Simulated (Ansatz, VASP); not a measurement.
# MgGeSe2 (alpha-NaFeO2 type (invented)) in two plane-wave programs, part 2 of 2

Aim: how closely do two programs agree when they are given the same cell, functional and k mesh? The cell is generated by rule, not measured, and may not be a known phase. The cell is taken from a series of runs on this material, whose earlier steps may have relaxed, scaled, displaced or heated it; both programs get it as it stands.

VASP 6.6.1 and Ansatz 0.2.0.

So far: The structure; VASP: relaxation of cell and atoms, PBEsol.

## 3. Ansatz: relaxation of cell and atoms, PBEsol

Level of this step: Ansatz beside VASP: Kohn-Sham DFT, plane waves, PBEsol (Ansatz).

Ansatz runs on its default PAW (the set named soft_2) files.

The same cell, functional and mesh now go to Ansatz, which takes its cutoff from its data sets.

Contents of input.yaml:

```yaml
crystal:
  lattice:
    - [1.9630309203, 1.1333566002, 6.3680569626]
    - [-1.9630309203, 1.1333566002, 6.3680569626]
    - [0.0, -2.2667126906, 6.3680570533]
  atoms:
    - { symbol: Mg, position: [1.0, 0.0, 0.0] }
    - { symbol: Ge, position: [0.5, 0.5, 0.5] }
    - { symbol: Se, position: [0.2524865715, 0.2524865715, 0.2524865715] }
    - { symbol: Se, position: [0.7475134285, 0.7475134285, 0.7475134285] }
kpoints:
  mp_grid: { grid: [9, 9, 9] }
hamiltonian:
  xc: pbesol
scf:
  occupations: { method: fixed }
output:
  forces: true
  stress: true
  eigenvalues: true
relax:
  adjacent_minimum: "off"
  f_tol: 0.001
  max_steps: 60
  cell: { stress_tol: 0.01 }
```

The run is started by

```sh
$ ansatz run input.yaml --threads 2 --pin off --max-ram 5120MiB --backend cpu --events-out ev --progress --plain --runs-dir out
```

Numbers of over 12 decimals in the logs are rounded to 6 here.

The log of the run:

```text
basis.fft_grid_basis auto: the FFT boxes are laid along the combinations [[1, 0, -1], [0, 1, -1], [0, 0, 1]] of the cell's own vectors, 3.926, 3.926 and 6.759 Å long. The dense box has 27×27×48 points. Along the cell's own vectors, as sized, it would have 48×48×48, 3.16 times as many. Of the 12 symmetry operations that the crystal satisfies within crystal.symmetry.tolerance (time reversal apart; of a slab, those that [...]
Engine: ansatz 0.2.0, aarch64-unknown-linux-gnu
Pseudopotentials: kind: paw
Pseudopotential: Mg, paw, valence charge 10, recommended cutoff 420 eV (normal), Mg.paw.azcp
Pseudopotential: Ge, paw, valence charge 14, recommended cutoff 420 eV (normal), Ge.paw.azcp
Pseudopotential: Se, paw, valence charge 16, recommended cutoff 420 eV (normal), Se.paw.azcp
Functional definition: PBEsol
  exchange = pbesol_x
  correlation = pbesol_c
Crystal: 4 atoms, lattice volume = 85.006 Å³
Basis set: ecut = 420 eV, 1701 PW (Γ), FFT grids on a1−a3, a2−a3, a3, exchange–correlation on 54×54×96 points (8 copies of the dense FFT grid, shifted against one another)
Bands: 34, of which v1, the nominal top of the filled ones, is band 28 counted from 1 (27 counted from 0)
Symmetry: 12 space group operations
Space group: R-3m (ITA 166), of the structure as read, at distance tolerance 4.4e-5 Å
k-points: 85 of 729
Non-local potential: Mg, projectors of the file, l = 0: 3, l = 1: 2, l = 2: 1
Non-local potential: Ge, projectors of the file, l = 0: 2, l = 1: 2, l = 2: 3, l = 3: 1
Non-local potential: Se, projectors of the file, l = 0: 2, l = 1: 2, l = 2: 3, l = 3: 1
PAW form: soft (Blöchl's): semilocal exchange-correlation on the pseudo side does not see the compensation charge
PAW frozen core: Mg, regenerated for the run's functional, and the local potential with it (the file was generated under x = pbe(κ = 0.804, μ = 0.219515), c = pbe(β = 0.066725))
PAW frozen core: Ge, regenerated for the run's functional, and the local potential with it (the file was generated under x = pbe(κ = 0.804, μ = 0.219515), c = pbe(β = 0.066725))
PAW frozen core: Se, regenerated for the run's functional, and the local potential with it (the file was generated under x = pbe(κ = 0.804, μ = 0.219515), c = pbe(β = 0.066725))
PAW one-centre angular grid: Mg, 110 points (default); XC on 64 Gauss nodes
PAW one-centre angular grid: Ge, 590 points (default); XC on 64 Gauss nodes
PAW one-centre angular grid: Se, 590 points (default); XC on 64 Gauss nodes
Initial density: superposition of atomic densities (neutral atoms: chi_scale 0, normalization atom), corrected by the library's trained network
Initial wavefunctions: pseudopotential atomic-orbital guess
Functional: x = pbesol(κ = 0.804, μ = 0.123457), c = pbesol(β = 0.046)
SCF iter   1: F=—  HF=-17016.798055 eV  |F-HF|=—  |Δ(HF+E_count)|=         —  Δρ=2.25e-3  dr2=9.05e-3  ethr=1.77e-3  ⟨swp⟩=4.6  Hψ=9418  notcnv=0  defer=309
preconditioner: auto → Resta (q_TF=auto, 2.545 Å⁻¹)  ε∞=4.0  [insulator: Δε(μ)=0.837 eV  Ē_g=9.808 eV  n_scr=28 (ndim 8)  ℏωp=17.1 eV  f_vac=0.004  ε∞_Penn≈4.0]
SCF iter   2: F=—  HF=-17016.794052 eV  |F-HF|=—  |Δ(HF+E_count)|=   4.00e-3  Δρ=1.17e-3  dr2=1.25e-3  ethr=1.62e-5  ⟨swp⟩=2.1  Hψ=4759  notcnv=0  defer=337
SCF iter   3: F=—  HF=-17016.793853 eV  |F-HF|=—  |Δ(HF+E_count)|=   1.99e-4  Δρ=4.18e-4  dr2=1.71e-4  ethr=2.23e-6  ⟨swp⟩=2.0  Hψ=4378  notcnv=0  defer=335
SCF iter   4: F=—  HF=-17016.793847 eV  |F-HF|=—  |Δ(HF+E_count)|=   5.62e-6  Δρ=1.94e-4  dr2=3.47e-5  ethr=3.05e-7  ⟨swp⟩=2.0  Hψ=3933  notcnv=0  defer=222
SCF iter   5: F=—  HF=-17016.793841 eV  |F-HF|=—  |Δ(HF+E_count)|=   5.90e-6  Δρ=4.57e-5  dr2=2.39e-6  ethr=6.19e-8  ⟨swp⟩=2.0  Hψ=3936  notcnv=0  defer=133
SCF iter   6: F=—  HF=-17016.793842 eV  |F-HF|=—  |Δ(HF+E_count)|=   3.23e-7  Δρ=1.55e-5  dr2=1.63e-7  ethr=4.27e-9  ⟨swp⟩=2.0  Hψ=4195  notcnv=0  defer=133
SCF iter   7: F=-17016.793842 eV  HF=-17016.793842 eV  |F-HF|=1.78e-9  |Δ(HF+E_count)|=   5.85e-8  Δρ=3.38e-6  dr2=6.62e-9  ethr=1.79e-10  ⟨swp⟩=9.5  Hψ=14491  notcnv=0
SCF 1 converged in 7 iterations: F = -17016.793842 eV  dr2 = 6.62e-9
  greatest PAW one-centre occupation: 1.000 electrons in one spin orbital (limit 2), on the Mg atom at site 0 (counted from 0), in its partial waves of l = 0
relax step   1: F+E_penalty+E_count = -17016.79384167 eV  Δ(F+E_penalty+E_count) = +0.000e0 eV  max|allowed force component| = 6.309e-4 eV/Å  Δτ_max = 0.0000 Å  P = -0.000 GPa  Ω = 85.006 Å³  (7 SCF iters, dr2 threshold 1.00e-7 eV, accepted)
Initial density: handed on by an earlier stage of this run
Initial wavefunctions: pseudopotential atomic-orbital guess (no wavefunctions were taken with the density)
iter 1 solved again at ethr=5.40e-8 eV; its pass at ethr=3.10e-3 eV (dr2=3.03e-5 eV) is discarded
SCF iter   1: F=—  HF=-17016.793841 eV  |F-HF|=—  |Δ(HF+E_count)|=         —  Δρ=3.53e-6  dr2=7.82e-9  ethr=5.40e-8  ⟨swp⟩=3.0  Hψ=16747  notcnv=0  defer=334
preconditioner: auto → Resta (q_TF=auto, 2.545 Å⁻¹)  ε∞=4.0  [insulator: Δε(μ)=0.835 eV  Ē_g=9.815 eV  n_scr=28 (ndim 8)  ℏωp=17.1 eV  f_vac=0.001  ε∞_Penn≈4.0]
SCF iter   2: F=—  HF=-17016.793842 eV  |F-HF|=—  |Δ(HF+E_count)|=   4.73e-7  Δρ=1.90e-6  dr2=2.20e-9  ethr=1.40e-11  ⟨swp⟩=3.0  Hψ=6081  notcnv=0  defer=206
SCF iter   3: F=—  HF=-17016.793842 eV  |F-HF|=—  |Δ(HF+E_count)|=   1.03e-9  Δρ=1.14e-6  dr2=8.54e-10  ethr=3.92e-12  ⟨swp⟩=2.1  Hψ=5096  notcnv=0  defer=206
SCF iter   4: F=—  HF=-17016.793842 eV  |F-HF|=—  |Δ(HF+E_count)|=  8.40e-10  Δρ=1.53e-7  dr2=1.89e-11  ethr=1.53e-12  ⟨swp⟩=2.0  Hψ=3485  notcnv=0  defer=206
SCF iter   5: F=—  HF=-17016.793842 eV  |F-HF|=—  |Δ(HF+E_count)|=  3.64e-12  Δρ=5.45e-8  dr2=3.26e-12  ethr=1.00e-12  ⟨swp⟩=1.0  Hψ=2759  notcnv=0  defer=206
SCF iter   6: F=-17016.793842 eV  HF=-17016.793842 eV  |F-HF|=3.64e-12  |Δ(HF+E_count)|=    0.00e0  Δρ=2.11e-8  dr2=3.65e-13  ethr=1.00e-12  ⟨swp⟩=10.5  Hψ=15827  notcnv=0
SCF 2 converged in 6 iterations: F = -17016.793842 eV  dr2 = 3.65e-13
relax step   2: F+E_penalty+E_count = -17016.79384167 eV  Δ(F+E_penalty+E_count) = -3.653e-9 eV  max|allowed force component| = 6.406e-4 eV/Å  Δτ_max = 0.0000 Å  P = -0.000 GPa  Ω = 85.006 Å³  stress off target by 1.93e-3 GPa  SCF on the basis re-selected at this cell (its energy is not comparable with the rows above)  (6 SCF iters)
basis re-selected at this cell: Δ(F+E_penalty+E_count) = -3.653e-9 eV, ΔP = +0.000 GPa vs the last step (what re-selecting the basis moved, of the pressure what is left beyond the Pulay correction that the steps carried, after the strain that the cell walked since its last selection, with what the two solves' SCF thresholds leave and, on support functions, any second-order correction that the steps lacked; it is no m [...]
SCF converged after 6 iterations
Free energy (F): -17016.793842 eV
Harris-Foulkes:  -17016.793842 eV  (|F-HF|=3.64e-12)
Internal energy: -17016.793842 eV  (E = F + TS)
E sigma→0 (E₀):  -17016.793842 eV
Fermi energy:    8.960409 eV
--- Per-component energies (eV) ---
  E_band       = -1210.701293
  E_kinetic    = 424.465972
  E_local      = -8396.463480  (includes V_loc(G=0)·N_el)
  E_nonlocal   = -675.788938
  E_hartree    = 3814.389482
  E_xc         = -311.724409
  E_vxc        = -299.749888  (∫ρ·V_xc dr)
  E_paw        = -5989.229313  (= ΣΔE_a)
  E_vpaw       = 108.056917  (= ΣTr[D̂ρ^β])
  E_aug_tail   = -0.000866  (compensation charges beyond the density's cutoff)
  E_ewald      = -5885.435989
  E_core_change = 2.993699  (= ΣΔE_core)
  E_smearing   = -0.000000  (= −TS)
  E_closure    = -0.000000  (closes the sum)
  Σ components = -17016.793842   (vs F -17016.793842, Δ=0.00e0)
--- Forces (eV/Å), atoms counted from 1 ---
  atom   1  Mg     0.00000000    -0.00000000    -0.00000000
  atom   2  Ge    -0.00000000     0.00000000    -0.00000000
  atom   3  Se     0.00000000     0.00000000     0.00064055
  atom   4  Se     0.00000000    -0.00000000    -0.00064055
  max |Σ_I F_I| component: 6.57e-31 eV/Å
--- Stress (GPa, compression-positive) ---
       -0.001080       0.000000       0.000000
        0.000000      -0.001080       0.000000
        0.000000       0.000000       0.001929
  P = ⅓ Tr σ = -0.0001 GPa (-0.001 kbar)
--- Band table (eV; the first three rows and the last of 85) ---
  k-point 0: bands = [... 24 lower, 7.2450, 7.3241, 7.3552, 7.3552, 10.2586, 11.0692, 11.0692, 13.3868, ... 2 higher]
  k-point 1: bands = [... 24 lower, 6.9691, 7.3007, 7.3650, 8.2659, 10.4664, 11.0274, 11.3394, 14.1898, ... 2 higher]
  k-point 2: bands = [... 24 lower, 6.5168, 7.0364, 7.0736, 8.3212, 10.6300, 11.6528, 11.8776, 13.7777, ... 2 higher]
  k-point 84: bands = [... 24 lower, 6.7496, 6.9916, 7.5778, 8.8297, 10.6527, 11.3537, 11.4423, 13.3811, ... 2 higher]
--- Relaxed structure (1 steps of the walk, 1 accepted, 1 SCFs on fresh bases) ---
  F+E_penalty+E_count = -17016.79384167 eV   max|allowed force component| = 6.406e-4 eV/Å   (the final SCF, on the basis selected at the relaxed cell)
  cell:  # Å, volume = 85.0064 Å³
    - [1.963031, 1.133357, 6.368057]
    - [-1.963031, 1.133357, 6.368057]
    - [0.0, -2.266713, 6.368057]
  atoms:
    - { symbol: Mg, position: [1.000000, -5.551115123125783e-17, 0.0] }
    - { symbol: Ge, position: [0.5, 0.5, 0.500000] }
    - { symbol: Se, position: [0.252487, 0.252487, 0.252487] }
    - { symbol: Se, position: [0.7475134285, 0.7475134285, 0.747513] }
```

Reading the cycles: dr2 is the Hartree energy of the density residual (eV), the measure of convergence; HF is the Harris–Foulkes estimate of the energy, which meets the free energy F at convergence.

## 4. Comparison

Known differences besides the potentials themselves: fixed occupations in Ansatz, narrow Gaussian smearing in VASP; the data sets hold 56 valence electrons in Ansatz (on its default PAW (the set named soft_2) files) and 28 in VASP; the cutoff is 420 eV in Ansatz and 600 eV in VASP; Ansatz makes its cores anew for this functional, VASP keeps those of its PBE data sets; Ansatz adds a Pulay correction to the stress that steers its cell, VASP none. Total energies have different zeros and are not compared.

Both answers:

```
                                         quantity  Ansatz   VASP  difference
                                      volume (Å³)   85.01  85.07     -0.07 %
edge a after relaxation, in the typed setting (Å)   6.759  6.761     -0.03 %
```

## 5. Summary of results

- difference in volume (relaxation of cell and atoms, PBEsol): -0.074 %

What this shows: The difference in volume is -0.074 % (relaxation of cell and atoms, PBEsol), within the 1.2 % picked in this series as the mark of a large difference, as far as the stopping tolerances let one tell. The data sets hold unlike numbers of valence electrons (56 in Ansatz and 28 in VASP), so part of the differences comes from the potentials. Such differences can come from data sets, numerical settings and the points named under the comparisons, not from the functional's error against experiment.

[Lines on the potential files, build, host, timing and source positions are cut from VASP's logs without a mark.]

[Logs are printed without paths, hosts, clocks, repeated set-up lines and the standing remarks that a program may print on its own settings, such as how far it seeks lower states.]

[Hosts, paths, dates, database ids (printed as entryN), source tags and the programs' standing remarks are cut or masked in the printed files.]
